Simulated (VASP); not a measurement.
Level of theory: PBE GGA with spin-orbit coupling, VASP's PBE PAW potentials (set 64) (plane waves; VASP 6.6.1).

VASP input:

POSCAR:
```
ReS
1
    3.8481870000     0.0000000000     0.0000000000
   -1.9240930000     3.3326270000     0.0000000000
    0.0000000000     0.0000000000     5.3634300000
Re S
2 2
Direct
  0.0000000000   0.0000000000   0.0000000000
  0.0000000000   0.0000000000   0.5000000000
  0.3333330000   0.6666670000   0.2500000000
  0.6666670000   0.3333330000   0.7500000000
```

File KPOINTS:
```
Automatic mesh
0
Gamma
7 7 4
0 0 0
```

INCAR:
```
LMAXMIX = 6   ! l cut-off of mixed one-centre charges
SIGMA = 0.1
LSORBIT = .TRUE.
LASPH = .TRUE.
PREC = Accurate
MAGMOM = 12*0.0
ENCUT = 300   ! plane-wave cut-off (eV)
ISMEAR = -1
NELM = 100   ! most electronic steps
GGA_COMPAT = .FALSE.
LNONCOLLINEAR = .TRUE.
ALGO = Normal   ! blocked Davidson
ISIF = 2
LREAL = .FALSE.
SYSTEM = ReS
EDIFF = 1E-6
LORBIT = 11
LWAVE = .FALSE.
GGA = PE
LCHARG = .FALSE.
```

POTCAR, in this order: Re S (PBE.64 set). Program: vasp_ncl.

**Question.** What will the output report for the number of irreducible k-points (NKPTS), largest plane-wave count, number of space-group operations, FFT grid (NGX, NGY, NGZ)?

**Answer.** 
The number of irreducible k-points (NKPTS) is 24 and the largest plane-wave count is 1674. The number of space-group operations is 24 and the FFT grid (NGX, NGY, NGZ) is 24 × 24 × 30.

The structure was generated: ReS was put into an ordered model structure, which need not be its known phase. The cell was not relaxed at this level. The run is one of a series of settings (GGA_COMPAT = .FALSE., LNONCOLLINEAR = .TRUE., LSORBIT = .TRUE., MAGMOM = 0.0 0.0 0.0 0.0 0.0 0.0 0.0 0.0 0.0 0.0 0.0 0.0, program vasp_ncl against the base run), some of them coarse on purpose.
